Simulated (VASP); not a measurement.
Write the native input for VASP 6.6.1 that does the following.

| Quantity | Value |
| --- | --- |
| Task | single point |
| Functional | PBE |
| Potentials or basis | VASP PAW PBE potentials, release 64 (Cl, B, Se, H) |
| Cutoff | 520 eV |
| k mesh | 1 × 1 × 1 |
| Occupations | gaussian, width 0.01 eV |
| Spin | no spin polarisation |
| Further INCAR settings | ALGO = Normal; EDIFF = 1e-07; NBANDS = 20 |

The structure of Cl2BSeH lies in POSCAR:

```
BHSeCl2
1.0
   12.0000000000      0.0000000000      0.0000000000
    0.0000000000     13.0000000000      0.0000000000
    0.0000000000      0.0000000000     13.0000000000
Cl B Se H
2 1 1 1
Direct
    0.5305458300      0.5231000000      0.6193730800
    0.5965708300      0.3684153800      0.4572961500
    0.5261291700      0.4805846200      0.4922346200
    0.4458208300      0.5523846200      0.3858576900
    0.4055958300      0.6348153800      0.4535346200
```

These files were run (other wordings do the same):

INCAR

```
SYSTEM = BHSeCl2
ALGO     = Normal         ! electronic algorithm
EDIFF    = 1E-7           ! SCF threshold, eV
ENCUT    = 520            ! plane-wave cutoff, eV
GGA      = PE             ! functional
ISIF     = 2              ! what is computed and relaxed
ISMEAR   = 0              ! smearing method
LASPH    = .TRUE.         ! aspherical terms in the spheres
LCHARG   = .FALSE.        ! write CHGCAR
LREAL    = .FALSE.        ! projectors in reciprocal space
LWAVE    = .FALSE.        ! write WAVECAR
NBANDS   = 20             ! bands
NELM     = 100            ! most SCF steps
PREC     = Accurate       ! precision mode
SIGMA    = 0.01           ! smearing width, eV
```

KPOINTS

```
k-points
0
G
  1 1 1
  0 0 0
```

Potentials or basis: VASP PAW PBE potentials, release 64 (Cl, B, Se, H).

Command:

```sh
$ cat potpaw_PBE.64/Cl/POTCAR potpaw_PBE.64/B/POTCAR potpaw_PBE.64/Se/POTCAR potpaw_PBE.64/H/POTCAR > POTCAR
$ mpirun -np 1 vasp_gam > vasp.out
```

It gave:

```
Largest force                   : 0.420 eV/Å
Gap between the frontier levels : 4.32 eV
```

It took 3.2 min on 1 thread of Intel(R) Xeon(R) Platinum 8259CL CPU @ 2.50GHz (Skylake/Cascade Lake), with other jobs on the host, peak memory 1.5 GiB.
